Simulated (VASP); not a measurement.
A convergence study with VASP on PbTe (rock salt): a few settings are varied, all else stays as given below, so the limit is that of these other settings. The cell's lengths are 1 % over those of the tabulated start and one atom is moved, so it is off equilibrium.

```yaml
crystal:
  lattice:
    - [0.00000, 3.26230, 3.26230]
    - [3.26230, 0.00000, 3.26230]
    - [3.26230, 3.26230, 0.00000]
  atoms:
    - { symbol: Te, position: [0.50000, 0.50000, 0.50000] }
    - { symbol: Pb, position: [0.99071, 0.00929, 0.00929] }
```

Computed with LDA (Ceperley-Alder, Perdew-Zunger), VASP's LDA PAW potentials (set 64) (plane waves; VASP 6.6.1). The last row used: LREAL = Auto, 600 eV cut-off, 6×6×6 Γ-centred mesh, Gaussian smearing of 0.050 eV, potentials Te Pb_d.

| setting | E (eV/atom) | pressure (GPa) | plane waves |
|---|---|---|---|
| ENCUT = 300, LREAL = .FALSE., PREC = Normal | -4.3676 | -3.00 | 869 |
| ENCUT = 400, LREAL = .FALSE., PREC = Normal | -4.3686 | -2.74 | 1283 |
| ENCUT = 500, LREAL = .FALSE., PREC = Normal | -4.3686 | -2.72 | 1807 |
| ENCUT = 600, LREAL = .FALSE., PREC = Normal | -4.3686 | -2.70 | 2332 |
| ENCUT = 300, LREAL = .FALSE., PREC = Accurate | -4.3676 | (withheld) | 869 |
| ENCUT = 400, LREAL = .FALSE., PREC = Accurate | -4.3686 | -2.73 | 1283 |
| ENCUT = 500, LREAL = .FALSE., PREC = Accurate | -4.3686 | -2.72 | 1807 |
| ENCUT = 600, LREAL = .FALSE., PREC = Accurate | -4.3686 | -2.70 | 2332 |
| ENCUT = 300, LREAL = Auto, PREC = Normal | -4.3675 | -3.07 | 869 |
| ENCUT = 400, LREAL = Auto, PREC = Normal | (withheld) | -2.72 | 1283 |
| ENCUT = 500, LREAL = Auto, PREC = Normal | -4.3699 | -2.67 | 1807 |
| ENCUT = 600, LREAL = Auto, PREC = Normal | -4.3706 | -2.66 | 2332 |
| ENCUT = 300, LREAL = Auto, PREC = Accurate | -4.3685 | -2.98 | 869 |
| ENCUT = 400, LREAL = Auto, PREC = Accurate | -4.3683 | -2.73 | 1283 |
| ENCUT = 500, LREAL = Auto, PREC = Accurate | -4.3697 | -2.73 | 1807 |
| ENCUT = 600, LREAL = Auto, PREC = Accurate | -4.3695 | -2.65 | 2332 |

Complete the blanks.

- ENCUT = 400, LREAL = Auto, PREC = Normal, E (eV/atom): -4.3684
- ENCUT = 300, LREAL = .FALSE., PREC = Accurate, pressure (GPa): -2.99

Left out are rungs that failed or repeat a setting and relaxations that didn't move; long series are thinned to 24 rows.

The compound is PbTe in the rock salt structure. The cell was not relaxed at this level, it is distorted from the ideal structure.
